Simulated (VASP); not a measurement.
Here is the system:

```yaml
crystal:
  lattice:
    - [2.97495, 0.00000, 0.00000]
    - [0.00000, 2.97495, 0.00000]
    - [0.00000, 0.00000, 2.97495]
  atoms:
    - { symbol: Al, position: [0.50000, 0.50000, 0.50000] }
    - { symbol: Ru, position: [0.00000, 0.00000, 0.00000] }
```

The numbers are results of PBEsol GGA, VASP's PBE PAW potentials (set 64) (plane waves; VASP 6.6.1), not measurements. Numerical set-up: 480 eV cut-off, 12×12×12 Γ-centred mesh, first-order Methfessel-Paxton smearing of 0.10 eV, potentials Al Ru_pv.

Each relaxation starts from this cell; other phases were not tried.

Problem. The cell is relaxed at 15 GPa. What happens?

Solution. The volume per atom goes from 13.16 to 12.42 Å³ (-5.7 %), and the cell becomes a = 2.9176 Å, b = 2.9176 Å, c = 2.9176 Å, α = 90.00°, β = 90.00°, γ = 90.00°, space group Pm-3m.

Problem. The cell is relaxed at 20 GPa. What happens?

Solution. The volume per atom goes from 13.16 to 12.20 Å³ (-7.3 %), and the cell becomes a = 2.901 Å, b = 2.901 Å, c = 2.901 Å, α = 90.00°, β = 90.00°, γ = 90.00°, space group Pm-3m.

Failed runs are left out, and for metals the shear rows, which the mesh's noise covers.

The compound is RuAl in the CsCl type structure. The electron count is odd and the run is not spin-polarised, which forces a metal.
